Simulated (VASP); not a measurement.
Calculation: r2SCAN meta-GGA, VASP's PBE PAW potentials (set 64) (plane waves; VASP 6.6.1).

A VASP calculation is set up with these files.

**INCAR**
```
LASPH = .TRUE.   # aspherical one-centre terms
LCHARG = .FALSE.
ISIF = 3   # ions, shape and volume
ISMEAR = 1
LREAL = .FALSE.
LMIXTAU = .TRUE.
EDIFFG = -0.02
SIGMA = 0.1
EDIFF = 1E-6   # SCF stop (eV)
ENCUT = 500   # plane-wave cut-off (eV)
IBRION = 2   # conjugate gradients
SYSTEM = Zr
NELM = 100   # most electronic steps
NSW = 40   # most ionic steps
LMAXMIX = 4
ALGO = Normal   # blocked Davidson
PREC = Accurate
LWAVE = .FALSE.
METAGGA = R2SCAN
```

KPOINTS:
```
kpoints
0
G
 13 13 7
```

File POSCAR:
```
Zr
1
    1.6199424574    -2.8058225869     0.0000000000
    1.6199424574     2.8058225869     0.0000000000
   -0.0000000000    -0.0000000000     5.1713160895
Zr
2
Direct
  0.3333330000   0.6666670000   0.2500000000
  0.6666670000   0.3333330000   0.7500000000
```

POTCAR, in this order: Zr_sv (PBE.64 set). Program: vasp_std.

Output of the run:

### OSZICAR
```
       N       E                     dE             d eps       ncg     rms          rms(c)
DAV:   1     0.178768793796E+03    0.17877E+03   -0.13791E+04  2688   0.149E+03
DAV:   2    -0.416793440337E+02   -0.22045E+03   -0.21855E+03  3416   0.418E+02
DAV:   3    -0.585037203305E+02   -0.16824E+02   -0.16673E+02  5104   0.812E+01
DAV:   4    -0.589139897164E+02   -0.41027E+00   -0.41016E+00  2928   0.143E+01
DAV:   5    -0.589271084937E+02   -0.13119E-01   -0.13118E-01  4320   0.176E+00    0.178E+01
DAV:   6    -0.473592969242E+02    0.11568E+02   -0.10730E+01  3360   0.235E+01    0.456E+00
DAV:   7    -0.439153100611E+02    0.34440E+01   -0.17072E+00  2928   0.123E+01    0.133E+00
DAV:   8    -0.458399417997E+02   -0.19246E+01   -0.76564E-01  2760   0.102E+01    0.781E-01
DAV:   9    -0.449806026465E+02    0.85934E+00   -0.11454E+00  2688   0.105E+01    0.753E-01
DAV:  10    -0.449441576117E+02    0.36445E-01   -0.25551E-01  2960   0.414E+00    0.772E-01
DAV:  11    -0.455009157455E+02   -0.55676E+00   -0.34457E-01  2952   0.448E+00    0.377E-01
DAV:  12    -0.454929945902E+02    0.79212E-02   -0.14001E-02  4168   0.115E+00    0.290E-01
DAV:  13    -0.455033981028E+02   -0.10404E-01   -0.32105E-03  2896   0.673E-01    0.124E-01
DAV:  14    -0.454998566628E+02    0.35414E-02   -0.49174E-03  2872   0.560E-01    0.975E-02
DAV:  15    -0.454995526970E+02    0.30397E-03   -0.25272E-04  3864   0.146E-01    0.603E-02
DAV:  16    -0.455003337186E+02   -0.78102E-03   -0.15057E-03  2864   0.311E-01    0.354E-02
DAV:  17    -0.455003372247E+02   -0.35061E-05   -0.36825E-05  3616   0.370E-02    0.347E-02
DAV:  18    -0.455003187158E+02    0.18509E-04   -0.74555E-06  2896   0.245E-02    0.320E-02
DAV:  19    -0.455002627877E+02    0.55928E-04   -0.83158E-05  3000   0.844E-02    0.185E-02
DAV:  20    -0.455002721933E+02   -0.94057E-05   -0.64958E-06  2680   0.245E-02    0.199E-02
DAV:  21    -0.455002681298E+02    0.40636E-05   -0.10698E-06  1632   0.103E-02    0.173E-02
DAV:  22    -0.455002632144E+02    0.49154E-05   -0.98816E-06  2528   0.266E-02    0.801E-03
DAV:  23    -0.455002628646E+02    0.34979E-06   -0.71414E-07  1560   0.983E-03
   1 F= -.45500263E+02 E0= -.45500015E+02  d E =-.455003E+02
```

File OUTCAR:
```
------------------------ aborting loop because EDIFF is reached ----------------------------------------
  FORCE on cell =-STRESS in cart. coord.  units (eV):
  Direction    XX          YY          ZZ          XY          YZ          ZX
  --------------------------------------------------------------------------------------
  Total        0.0143409      0.0143409      0.0071421     -0.0000000     -0.0000000      0.0000000
  in kB        0.4887612      0.4887612      0.2434149     -0.0000000     -0.0000000      0.0000000
  external PRESSURE =       0.4069791 kB  Pullay stress =       0.0000000 kB
  volume of cell :       47.01
      direct lattice vectors                 reciprocal lattice vectors
     1.619942457 -2.805822587  0.000000000     0.308652939 -0.178200861  0.000000000
     1.619942457  2.805822587  0.000000000     0.308652939  0.178200861  0.000000000
     0.000000000  0.000000000  5.171316090     0.000000000  0.000000000  0.193374372
 POSITION                                       TOTAL-FORCE (eV/Angst)
 -----------------------------------------------------------------------------------
      1.61994      0.93528      1.29283         0.000000      0.000000      0.000000
      1.61994     -0.93528      3.87849        -0.000000     -0.000000      0.000000
 -----------------------------------------------------------------------------------
    total drift:                               -0.000000      0.001120     -0.000018
  FREE ENERGIE OF THE ION-ELECTRON SYSTEM (eV)
  ---------------------------------------------------
  free  energy   TOTEN  =       -45.5002628646 eV

  energy  without entropy=      -45.4995199149  energy(sigma->0) =      -45.50001521

 reached required accuracy - stopping structural energy minimisation
```
(Selected blocks of OUTCAR.)

**OUTCAR**
```
 val. band max:        8.9606182904   @ k =   0.1538   0.0000   0.1429

 cond. band min:       8.9707920197   @ k =   0.3077   0.2308   0.2857


 Fermi energy:         8.9690970147

 k-point     1 :       0.0000    0.0000    0.0000
  band No.  band energies     occupation
      1     -41.6406      2.00000
      2     -41.4816      2.00000
      3     -19.4798      2.00000
      4     -18.5872      2.00000
      5     -18.5872      2.00000
      6     -18.4567      2.00000
      7     -18.4479      2.00000
      8     -18.4479      2.00000
      9       2.9392      2.00000
     10       5.7608      2.00000
     11       9.9078     -0.00000
     12       9.9142     -0.00000
     13       9.9142     -0.00000
     14      10.0514     -0.00000
     15      10.6447     -0.00000
     16      10.6447     -0.00000

 k-point     2 :       0.0769    0.0000    0.0000
  band No.  band energies     occupation
      1     -41.6336      2.00000
      2     -41.4786      2.00000
      3     -19.4612      2.00000
      4     -18.6285      2.00000
      5     -18.6007      2.00000
      6     -18.4907      2.00000
      7     -18.4645      2.00000
      8     -18.4532      2.00000
      9       3.1112      2.00000
     10       5.9152      2.00000
     11       9.4930     -0.00000
     12       9.6023     -0.00000
     13      10.0726     -0.00000
     14      10.3605     -0.00000
     15      10.5054     -0.00000
     16      10.7928     -0.00000

 k-point     3 :       0.1538    0.0000    0.0000
  band No.  band energies     occupation
      1     -41.6138      2.00000
      2     -41.4707      2.00000
      3     -19.4074      2.00000
      4     -18.7428      2.00000
      5     -18.6368      2.00000
      6     -18.6064      2.00000
      7     -18.4879      2.00000
      8     -18.4690      2.00000
      9       3.6005      2.00000
     10       6.3204      2.00000
     11       8.8993      1.91804
     12       8.9182      1.75037
     13      10.1083     -0.00000
...
```

The compound is Zr in the hcp structure. It was relaxed first.
